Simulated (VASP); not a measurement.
These are PBE GGA, VASP's PBE PAW potentials (set 64) (plane waves; VASP 6.6.1) values and carry that method's errors.

A VASP calculation is set up with these files.

File POSCAR:
```
CuZn31S32
1.0
 10.8925962364   0.0000000000   0.0000000000
  0.0000000000  10.8925962364   0.0000000000
  0.0000000000   0.0000000000  10.8925962364
Zn S Cu
31 32 1
Cart
  5.4462981182   0.0000000000   0.0000000000
  8.1694471773   2.7231490591   0.0000000000
  8.1694471773   0.0000000000   2.7231490591
  0.0000000000   0.0000000000   0.0000000000
  2.7231490591   2.7231490591   0.0000000000
  5.4462981182   5.4462981182   0.0000000000
  8.1694471773   8.1694471773   0.0000000000
  2.7231490591   0.0000000000   2.7231490591
  5.4462981182   2.7231490591   2.7231490591
  8.1694471773   5.4462981182   2.7231490591
  5.4462981182   0.0000000000   5.4462981182
  8.1694471773   2.7231490591   5.4462981182
  8.1694471773   0.0000000000   8.1694471773
  0.0000000000   5.4462981182   0.0000000000
  2.7231490591   8.1694471773   0.0000000000
  0.0000000000   2.7231490591   2.7231490591
  2.7231490591   5.4462981182   2.7231490591
  5.4462981182   8.1694471773   2.7231490591
  0.0000000000   0.0000000000   5.4462981182
  2.7231490591   2.7231490591   5.4462981182
  8.1694471773   8.1694471773   5.4462981182
  2.7231490591   0.0000000000   8.1694471773
  5.4462981182   2.7231490591   8.1694471773
  8.1694471773   5.4462981182   8.1694471773
  0.0000000000   8.1694471773   2.7231490591
  0.0000000000   5.4462981182   5.4462981182
  2.7231490591   8.1694471773   5.4462981182
  0.0000000000   2.7231490591   8.1694471773
  2.7231490591   5.4462981182   8.1694471773
  5.4462981182   8.1694471773   8.1694471773
  0.0000000000   8.1694471773   8.1694471773
  6.8078726477   1.3615745295   1.3615745295
  9.5310217068   4.0847235887   1.3615745295
  9.5310217068   1.3615745295   4.0847235887
  1.3615745295   1.3615745295   1.3615745295
  4.0847235887   4.0847235887   1.3615745295
  6.8078726477   6.8078726477   1.3615745295
  9.5310217068   9.5310217068   1.3615745295
  4.0847235887   1.3615745295   4.0847235887
  6.8125673567   4.1317687118   4.1247212020
  9.5310217068   6.8078726477   4.0847235887
  6.8078726477   1.3615745295   6.8078726477
  9.5310217068   4.0847235887   6.8078726477
  9.5310217068   1.3615745295   9.5310217068
  1.3615745295   6.8078726477   1.3615745295
  4.0847235887   9.5310217068   1.3615745295
  1.3615745295   4.0847235887   4.0847235887
  4.0953765478   6.8270871875   4.0887865270
  6.8078726477   9.5310217068   4.0847235887
  1.3615745295   1.3615745295   6.8078726477
  4.0969450816   4.1318776378   6.8245492126
  6.7839198286   6.7666441710   6.8253770499
  9.5310217068   9.5310217068   6.8078726477
  4.0847235887   1.3615745295   9.5310217068
  6.8078726477   4.0847235887   9.5310217068
  9.5310217068   6.8078726477   9.5310217068
  1.3615745295   9.5310217068   4.0847235887
  1.3615745295   6.8078726477   6.8078726477
  4.0847235887   9.5310217068   6.8078726477
  1.3615745295   4.0847235887   9.5310217068
  4.0847235887   6.8078726477   9.5310217068
  6.8078726477   9.5310217068   9.5310217068
  1.3615745295   9.5310217068   9.5310217068
  5.4409498534   5.4185546756   5.4851193312
```

**INCAR**
```
SYSTEM = CuZn31S32
PREC = Normal
ENCUT = 400
EDIFF = 1E-5
NELM = 100
ALGO = Fast
LREAL = Auto
LASPH = .TRUE.
ISMEAR = 0
SIGMA = 0.05
GGA = PE
LMAXMIX = 4
LWAVE = .FALSE.
LCHARG = .FALSE.
NELMIN = 4
ISYM = 0
NELECT = 576.0
IBRION = 2
ISIF = 2
NSW = 60
EDIFFG = -0.03
```

KPOINTS:
```
kpoints
0
Gamma
  1 1 1
0 0 0
```

POTCAR, in this order: Zn S Cu (PBE.64 set). Program: vasp_gam.

Output of the run:

OUTCAR:
```
 ion  position               nearest neighbor table
   1  0.500  0.000  0.000-  32 2.36  46 2.36  54 2.36  62 2.36
   2  0.750  0.250  0.000-  32 2.36  33 2.36  44 2.36  55 2.36
   3  0.750  0.000  0.250-  32 2.36  34 2.36  38 2.36  49 2.36
   4  0.000  0.000  0.000-  35 2.36  38 2.36  44 2.36  63 2.36
   5  0.250  0.250  0.000-  35 2.36  36 2.36  54 2.36  60 2.36
   6  0.500  0.500  0.000-  36 2.36  37 2.36  55 2.36  61 2.36
   7  0.750  0.750  0.000-  37 2.36  38 2.36  56 2.36  62 2.36
   8  0.250  0.000  0.250-  35 2.36  39 2.36  46 2.36  57 2.36
   9  0.500  0.250  0.250-  32 2.36  36 2.36  39 2.36  40 2.41
  10  0.750  0.500  0.250-  40 2.35  37 2.36  33 2.36  41 2.36
  11  0.500  0.000  0.500-  39 2.36  42 2.36  49 2.36  59 2.36
  12  0.750  0.250  0.500-  34 2.36  42 2.36  43 2.36  40 2.36
  13  0.750  0.000  0.750-  42 2.36  44 2.36  53 2.36  62 2.36
  14  0.000  0.500  0.000-  33 2.36  45 2.36  56 2.36  60 2.36
  15  0.250  0.750  0.000-  45 2.36  46 2.36  61 2.36  63 2.36
  16  0.000  0.250  0.250-  33 2.36  34 2.36  35 2.36  47 2.36
  17  0.250  0.500  0.250-  36 2.36  45 2.36  47 2.36  48 2.38
  18  0.500  0.750  0.250-  48 2.34  46 2.36  37 2.36  49 2.36
  19  0.000  0.000  0.500-  34 2.36  50 2.36  53 2.36  57 2.36
  20  0.250  0.250  0.500-  39 2.36  47 2.36  50 2.36  51 2.40
  21  0.750  0.750  0.500-  41 2.36  49 2.36  53 2.36  52 2.41
  22  0.250  0.000  0.750-  50 2.36  54 2.36  59 2.36  63 2.36
  23  0.500  0.250  0.750-  42 2.36  54 2.36  55 2.36  51 2.37
  24  0.750  0.500  0.750-  52 2.34  43 2.36  55 2.36  56 2.36
...
```

**OSZICAR**
```
...
RMM:   4    -0.216098379248E+03    0.10113E-02   -0.94809E-03   819   0.213E-01    0.285E-01
RMM:   5    -0.216097657851E+03    0.72140E-03   -0.55055E-03   749   0.120E-01    0.107E-01
RMM:   6    -0.216097706512E+03   -0.48662E-04   -0.16553E-03   881   0.721E-02    0.107E-01
RMM:   7    -0.216097621388E+03    0.85124E-04   -0.31346E-04   707   0.353E-02    0.671E-02
RMM:   8    -0.216097670807E+03   -0.49419E-04   -0.95611E-04   791   0.358E-02    0.470E-02
RMM:   9    -0.216097604995E+03    0.65813E-04   -0.23309E-04   575   0.245E-02    0.162E-02
RMM:  10    -0.216097608332E+03   -0.33378E-05   -0.33063E-05   457   0.125E-02
   2 F= -.21609761E+03 E0= -.21609761E+03  d E =-.113480E+00
       N       E                     dE             d eps       ncg     rms          rms(c)
DAV:   1    -0.216104477631E+03   -0.68726E-02   -0.10372E+01   756   0.542E+00    0.102E+00
RMM:   2    -0.216116094689E+03   -0.11617E-01   -0.14603E-01   818   0.853E-01    0.272E-01
RMM:   3    -0.216118155060E+03   -0.20604E-02   -0.30128E-02   932   0.315E-01    0.257E-01
RMM:   4    -0.216117827949E+03    0.32711E-03   -0.33459E-03   816   0.128E-01    0.170E-01
RMM:   5    -0.216117569182E+03    0.25877E-03   -0.16835E-03   769   0.714E-02    0.655E-02
RMM:   6    -0.216117596381E+03   -0.27199E-04   -0.64464E-04   772   0.420E-02    0.634E-02
RMM:   7    -0.216117559693E+03    0.36688E-04   -0.15855E-04   580   0.281E-02    0.288E-02
RMM:   8    -0.216117577081E+03   -0.17388E-04   -0.18635E-04   645   0.186E-02    0.207E-02
RMM:   9    -0.216117564330E+03    0.12751E-04   -0.53394E-05   505   0.163E-02    0.960E-03
RMM:  10    -0.216117565747E+03   -0.14173E-05   -0.13274E-05   433   0.692E-03
   3 F= -.21611757E+03 E0= -.21611757E+03  d E =-.133438E+00
       N       E                     dE             d eps       ncg     rms          rms(c)
DAV:   1    -0.216117572102E+03   -0.77720E-05   -0.54614E-02   764   0.394E-01    0.717E-02
RMM:   2    -0.216117638745E+03   -0.66643E-04   -0.82039E-04   810   0.642E-02    0.195E-02
RMM:   3    -0.216117648794E+03   -0.10049E-04   -0.15653E-04   642   0.250E-02    0.198E-02
RMM:   4    -0.216117648141E+03    0.65327E-06   -0.25538E-05   427   0.170E-02
   4 F= -.21611765E+03 E0= -.21611765E+03  d E =-.133520E+00
       N       E                     dE             d eps       ncg     rms          rms(c)
DAV:   1    -0.216123525653E+03   -0.58769E-02   -0.23132E+00   724   0.262E+00    0.561E-01
RMM:   2    -0.216127908608E+03   -0.43830E-02   -0.52990E-02   810   0.499E-01    0.153E-01
RMM:   3    -0.216128968582E+03   -0.10600E-02   -0.13511E-02   957   0.206E-01    0.162E-01
RMM:   4    -0.216128959244E+03    0.93388E-05   -0.20295E-03   859   0.790E-02    0.140E-01
RMM:   5    -0.216128776467E+03    0.18278E-03   -0.62883E-04   692   0.423E-02    0.482E-02
RMM:   6    -0.216128822829E+03   -0.46362E-04   -0.46017E-04   715   0.254E-02    0.422E-02
RMM:   7    -0.216128784712E+03    0.38117E-04   -0.60468E-05   506   0.195E-02    0.230E-02
RMM:   8    -0.216128783270E+03    0.14421E-05   -0.17140E-04   568   0.138E-02    0.909E-03
RMM:   9    -0.216128777611E+03    0.56593E-05   -0.19737E-05   461   0.130E-02
   5 F= -.21612878E+03 E0= -.21612878E+03  d E =-.111295E-01
       N       E                     dE             d eps       ncg     rms          rms(c)
DAV:   1    -0.216117883680E+03    0.10900E-01   -0.69196E+00   724   0.453E+00    0.978E-01
RMM:   2    -0.216131096495E+03   -0.13213E-01   -0.16059E-01   809   0.856E-01    0.264E-01
RMM:   3    -0.216134177298E+03   -0.30808E-02   -0.40122E-02   952   0.355E-01    0.275E-01
RMM:   4    -0.216134103643E+03    0.73655E-04   -0.55218E-03   904   0.136E-01    0.238E-01
RMM:   5    -0.216133559545E+03    0.54410E-03   -0.18337E-03   719   0.701E-02    0.844E-02
RMM:   6    -0.216133682726E+03   -0.12318E-03   -0.12638E-03   744   0.410E-02    0.637E-02
RMM:   7    -0.216133562184E+03    0.12054E-03   -0.24145E-04   571   0.303E-02    0.265E-02
RMM:   8    -0.216133575770E+03   -0.13587E-04   -0.28030E-04   604   0.192E-02    0.124E-02
RMM:   9    -0.216133565432E+03    0.10339E-04   -0.36681E-05   464   0.167E-02    0.859E-03
RMM:  10    -0.216133568435E+03   -0.30038E-05   -0.32922E-05   471   0.764E-03
   6 F= -.21613357E+03 E0= -.21613357E+03  d E =-.159203E-01
       N       E                     dE             d eps       ncg     rms          rms(c)
DAV:   1    -0.216133293112E+03    0.27232E-03   -0.36306E-01   756   0.104E+00    0.218E-01
RMM:   2    -0.216133990787E+03   -0.69768E-03   -0.83893E-03   835   0.195E-01    0.558E-02
RMM:   3    -0.216134143054E+03   -0.15227E-03   -0.17861E-03   906   0.708E-02    0.562E-02
RMM:   4    -0.216134123014E+03    0.20041E-04   -0.15056E-04   622   0.279E-02    0.326E-02
RMM:   5    -0.216134117358E+03    0.56558E-05   -0.85021E-05   553   0.188E-02
   7 F= -.21613412E+03 E0= -.21613412E+03  d E =-.164692E-01
       N       E                     dE             d eps       ncg     rms          rms(c)
DAV:   1    -0.216134880285E+03   -0.75727E-03   -0.12428E+00   724   0.194E+00    0.345E-01
RMM:   2    -0.216136980464E+03   -0.21002E-02   -0.24954E-02   835   0.339E-01    0.950E-02
RMM:   3    -0.216137526865E+03   -0.54640E-03   -0.67394E-03   943   0.137E-01    0.103E-01
RMM:   4    -0.216137521494E+03    0.53710E-05   -0.86616E-04   784   0.512E-02    0.885E-02
RMM:   5    -0.216137433652E+03    0.87842E-04   -0.29493E-04   604   0.294E-02    0.335E-02
RMM:   6    -0.216137463516E+03   -0.29865E-04   -0.26841E-04   629   0.193E-02    0.269E-02
RMM:   7    -0.216137445727E+03    0.17790E-04   -0.26982E-05   463   0.150E-02    0.184E-02
RMM:   8    -0.216137439337E+03    0.63898E-05   -0.12115E-04   551   0.107E-02    0.616E-03
RMM:   9    -0.216137436603E+03    0.27340E-05   -0.13093E-05   429   0.105E-02
   8 F= -.21613744E+03 E0= -.21613744E+03  d E =-.331924E-02
       N       E                     dE             d eps       ncg     rms          rms(c)
DAV:   1    -0.216136479283E+03    0.96005E-03   -0.80390E-01   732   0.156E+00    0.277E-01
RMM:   2    -0.216137860042E+03   -0.13808E-02   -0.16607E-02   837   0.273E-01    0.744E-02
RMM:   3    -0.216138186936E+03   -0.32689E-03   -0.39432E-03   928   0.106E-01    0.778E-02
RMM:   4    -0.216138195722E+03   -0.87860E-05   -0.62421E-04   731   0.421E-02    0.671E-02
RMM:   5    -0.216138141971E+03    0.53751E-04   -0.20526E-04   567   0.242E-02    0.270E-02
RMM:   6    -0.216138157130E+03   -0.15158E-04   -0.14028E-04   564   0.152E-02    0.185E-02
RMM:   7    -0.216138147284E+03    0.98453E-05   -0.16500E-05   438   0.122E-02
   9 F= -.21613815E+03 E0= -.21613815E+03  d E =-.402993E-02
       N       E                     dE             d eps       ncg     rms          rms(c)
DAV:   1    -0.216138136082E+03    0.21048E-04   -0.99922E-03   780   0.175E-01    0.237E-02
RMM:   2    -0.216138147609E+03   -0.11528E-04   -0.18736E-04   677   0.277E-02    0.910E-03
RMM:   3    -0.216138150297E+03   -0.26880E-05   -0.32488E-05   459   0.132E-02    0.534E-03
RMM:   4    -0.216138150667E+03   -0.36939E-06   -0.73290E-06   386   0.923E-03
  10 F= -.21613815E+03 E0= -.21613815E+03  d E =-.403331E-02
       N       E                     dE             d eps       ncg     rms          rms(c)
DAV:   1    -0.216138459474E+03   -0.30918E-03   -0.40025E-01   708   0.113E+00    0.168E-01
RMM:   2    -0.216138905820E+03   -0.44635E-03   -0.53767E-03   810   0.171E-01    0.492E-02
RMM:   3    -0.216139018681E+03   -0.11286E-03   -0.13394E-03   904   0.675E-02    0.516E-02
RMM:   4    -0.216139017905E+03    0.77610E-06   -0.20352E-04   600   0.302E-02    0.426E-02
RMM:   5    -0.216139000878E+03    0.17027E-04   -0.75075E-05   523   0.176E-02    0.120E-02
RMM:   6    -0.216139004780E+03   -0.39023E-05   -0.32571E-05   471   0.111E-02
  11 F= -.21613900E+03 E0= -.21613900E+03  d E =-.854114E-03
```

File OUTCAR:
```
------------------------ aborting loop because EDIFF is reached ----------------------------------------
  FORCE on cell =-STRESS in cart. coord.  units (eV):
  Direction    XX          YY          ZZ          XY          YZ          ZX
  --------------------------------------------------------------------------------------
  Total        7.3402834      7.3484045      7.3235724     -0.0147203     -0.0260133     -0.0070005
  in kB        9.0997444      9.1098122      9.0790277     -0.0182488     -0.0322486     -0.0086786
  external PRESSURE =       9.0961948 kB  Pullay stress =       0.0000000 kB
  volume of cell :     1292.39
      direct lattice vectors                 reciprocal lattice vectors
    10.892596236  0.000000000  0.000000000     0.091805478  0.000000000  0.000000000
     0.000000000 10.892596236  0.000000000     0.000000000  0.091805478  0.000000000
     0.000000000  0.000000000 10.892596236     0.000000000  0.000000000  0.091805478
  FREE ENERGIE OF THE ION-ELECTRON SYSTEM (eV)
  ---------------------------------------------------
  free  energy   TOTEN  =      -216.1390047802 eV

  energy  without entropy=     -216.1390047802  energy(sigma->0) =     -216.13900478

 reached required accuracy - stopping structural energy minimisation
```
(Selected blocks of OUTCAR.)

CONTCAR:
```
CuZn31S32
   1.00000000000000
    10.8925962363999993    0.0000000000000000    0.0000000000000000
     0.0000000000000000   10.8925962363999993    0.0000000000000000
     0.0000000000000000    0.0000000000000000   10.8925962363999993
  Zn              S               Cu
    31    32     1
Direct
     0.5000150126593658    0.0000816740522482    0.0000766437447017
     0.7496776607327653    0.2501983948683351    0.0001339961481070
     0.7496243916254958    0.9999373385296249    0.2504620815104495
     0.0000043437385171    0.9999989853280168    0.0000173738236160
     0.2505205681666693    0.2504371436522992    0.0002450503404506
     0.5000005424303321    0.4999834906109974    0.0000932544760836
     0.7496533116682372    0.7496755581925048    0.0000198103127376
     0.2504853612339280    0.0003147220165975    0.2505029881836878
     0.5029079418201923    0.2528506966919881    0.2528528443671312
     0.7475970078249285    0.4975010969600699    0.2525721019348672
     0.4999850230695089    0.0000358361071536    0.5000048908230358
     0.7475762233481249    0.2525506640263259    0.4974415133192394
     0.7496004746802110    0.0000794924650593    0.7495654525687377
     0.9999513223826734    0.4999977915113318    0.0001297824717118
     0.2502145416791435    0.7497940163651778    0.0001321578446788
     0.0001672197543859    0.2504438354748470    0.2504652035428706
     0.2527310007910649    0.5029275453053325    0.2526905006617847
     0.4973782434631027    0.7476759212376156    0.2524932207696903
     0.9999356590870226    0.0000088773781651    0.5000498577540433
     0.2524931616497319    0.2526095943446433    0.5027883580803043
     0.7473107610368573    0.7472350590123876    0.5029654692979741
     0.2503613582656480    0.9999935801311544    0.7496533802447374
     0.4974265429008138    0.2523991084691818    0.7478107120642489
     0.7477969958125518    0.5024157958486803    0.7479310457574831
     0.9999186317293116    0.7497014249082476    0.2504224126961628
     0.0000343149727865    0.4999869380705752    0.4999719589177095
     0.2524755079462611    0.7476909777845446    0.4972965254738373
     0.0000428136419126    0.2502488295243656    0.7496812671971628
     0.2518900015778646    0.4978283395571665    0.7481861831552100
     0.5025909264535195    0.7476622655451493    0.7478617690585460
     0.9999335401721199    0.7497712296694043    0.7496252632836939
     0.6249210881785117    0.1248984639818883    0.1251666778876460
     0.8751687957149192    0.3749682484353032    0.1250068872922791
     0.8752025583922580    0.1249062902441212    0.3750570535288114
     0.1249571526562204    0.1249858061549912    0.1249990968535641
     0.3749960905218519    0.3749499746392904    0.1256565084387707
     0.6251739733423144    0.6252013101118630    0.1253956275198084
     0.8750463889128399    0.8751015805572570    0.1249655973948792
     0.3750437699553489    0.1256610937439594    0.3750559563334928
     0.6233335441573966    0.3771726879476648    0.3772134071238513
     0.8746200693104569    0.6252252731600005    0.3750460948186982
     0.6250714056157347    0.1254839653732335    0.6251262555019093
     0.8747760300579611    0.3748074884683645    0.6252242405791906
     0.8750550608316535    0.1248911392461569    0.8750868898574471
     0.1248212641321256    0.6250572438680827    0.1249968964796180
     0.3749403457195720    0.8753536696335050    0.1249679708873451
     0.1255573876220675    0.3749972569679974    0.3749215364998338
     0.3769756235364778    0.6233569821264794    0.3769903275454692
     0.6251875349753544    0.8745775911993172    0.3750651076963181
     0.1248274448753484    0.1247605540527789    0.6250311319415474
     0.3761574548977347    0.3767476248610056    0.6241277340992476
     0.6232950634785882    0.6231098848919446    0.6238680879434857
     0.8750470401937714    0.8752131822387914    0.6249791685641277
     0.3749438384143137    0.1248010298819072    0.8753339371101515
     0.6251881461497814    0.3747180194010721    0.8748920578341818
     0.8753043649074127    0.6251032375416081    0.8753134792694413
     0.1248422459668539    0.8753567211027394    0.3749803825699947
     0.1252549173306945    0.6253369810612228    0.6250976573463557
     0.3749283801499331    0.8746633015885651    0.6252082580187008
     0.1246776555657860    0.3748946080141615    0.8754943242681327
     0.3747931840561179    0.6253136075551826    0.8749860226451489
     0.6250690368698901    0.8753564931224335    0.8752809169961572
     0.1248780722077064    0.8751363731036486    0.8750468089931432
     0.4994856649879656    0.4999360920842745    0.5010218303365596
```

OUTCAR:
```
 val. band max:        2.7156644494   @ k =   0.0000   0.0000   0.0000

 cond. band min:       3.9550239542   @ k =   0.0000   0.0000   0.0000


 Fermi energy:         2.9765830019

 k-point     1 :       0.0000    0.0000    0.0000
  band No.  band energies     occupation
      1     -11.0384      2.00000
      2     -10.5123      2.00000
      3     -10.5122      2.00000
      4     -10.5017      2.00000
      5     -10.5009      2.00000
      6     -10.5006      2.00000
      7     -10.4645      2.00000
      8     -10.2114      2.00000
      9     -10.2109      2.00000
     10     -10.2102      2.00000
     11     -10.2039      2.00000
     12     -10.1879      2.00000
     13     -10.1872      2.00000
     14     -10.1866      2.00000
     15     -10.1865      2.00000
     16     -10.1857      2.00000
     17     -10.1845      2.00000
     18     -10.1834      2.00000
     19     -10.1831      2.00000
     20     -10.0714      2.00000
     21     -10.0705      2.00000
     22     -10.0699      2.00000
     23      -9.9619      2.00000
     24      -9.8919      2.00000
     25      -9.8903      2.00000
     26      -9.8897      2.00000
     27      -9.8565      2.00000
     28      -9.8562      2.00000
     29      -9.8558      2.00000
     30      -9.7024      2.00000
     31      -9.7003      2.00000
     32      -9.6997      2.00000
     33      -4.4050      2.00000
     34      -4.4046      2.00000
     35      -4.4044      2.00000
     36      -4.3954      2.00000
     37      -4.3953      2.00000
     38      -4.3929      2.00000
     39      -4.3512      2.00000
     40      -4.3507      2.00000
     41      -4.3414      2.00000
     42      -4.3410      2.00000
     43      -4.3405      2.00000
     44      -4.3322      2.00000
     45      -4.2923      2.00000
     46      -4.2921      2.00000
     47      -4.2918      2.00000
     48      -4.2880      2.00000
     49      -4.2876      2.00000
     50      -4.2712      2.00000
     51      -4.2710      2.00000
...
```

The cell is charged, with a uniform compensating background. The supercell is sampled at Γ alone, which is coarse: total energies, pressure and levels can be off, energies of defects by several tenths of an eV.

The cell is a supercell with a defect, built from ZnS (zinc blende): Cu_Zn, charge -1. The run is not spin-polarised, so no state with unpaired spins was tried.
